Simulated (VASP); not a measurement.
A convergence study with VASP on BP (zinc blende): one setting is varied, all else stays as given below, so the limit is that of these other settings.

```
BP
1.0
    0.00000     2.27000     2.27000
    2.27000     0.00000     2.27000
    2.27000     2.27000     0.00000
B P
1 1
Direct
  0.00000   0.00000   0.00000
  0.25000   0.25000   0.25000
```

Method: PBEsol GGA, VASP's PBE PAW potentials (set 64) (plane waves; VASP). The tightest run used: 700 eV cut-off, 15×15×15 Monkhorst-Pack mesh, Gaussian smearing of 0.050 eV, potentials B P.

**Question.** The settings run are 1×1×1 mesh; 2×2×2 mesh; 3×3×3 mesh; 4×4×4 mesh; 5×5×5 mesh; 6×6×6 mesh; 7×7×7 mesh; 8×8×8 mesh; 9×9×9 mesh; 10×10×10 mesh; 11×11×11 mesh; 12×12×12 mesh; 13×13×13 mesh; 14×14×14 mesh; 15×15×15 mesh. From which on does the energy per atom stay within 0.005 eV/atom of the tightest run?

**Answer.** From 6×6×6 mesh on: it is off by 0.0000 there and by no more than 0.005 in any finer run, while 5×5×5 mesh is off by 0.0277.
```csv
setting,E (eV/atom),pressure (GPa),irreducible k-points,difference judged (eV/atom)
1×1×1 mesh,4.2353,105.29,1,11.0726
2×2×2 mesh,-6.7688,-1.57,2,0.0685
3×3×3 mesh,-6.5155,1.56,4,0.3218
4×4×4 mesh,-6.8369,-2.05,10,0.0004
5×5×5 mesh,-6.8096,-1.67,10,0.0277
6×6×6 mesh,-6.8373,-2.05,28,0.0000
7×7×7 mesh,-6.8340,-2.00,20,0.0032
8×8×8 mesh,-6.8373,-2.05,60,0.0000
9×9×9 mesh,-6.8368,-2.04,35,0.0004
10×10×10 mesh,-6.8373,-2.05,110,0.0000
11×11×11 mesh,-6.8372,-2.04,56,0.0001
12×12×12 mesh,-6.8373,-2.05,182,0.0000
13×13×13 mesh,-6.8373,-2.05,84,0.0000
14×14×14 mesh,-6.8373,-2.05,280,0.0000
15×15×15 mesh,-6.8373,-2.05,120,0.0000
```

Left out are rungs that failed or repeat a setting and relaxations that didn't move; long series are thinned to 24 rows.

The compound is BP in the zinc blende structure. The cell was not relaxed at this level.
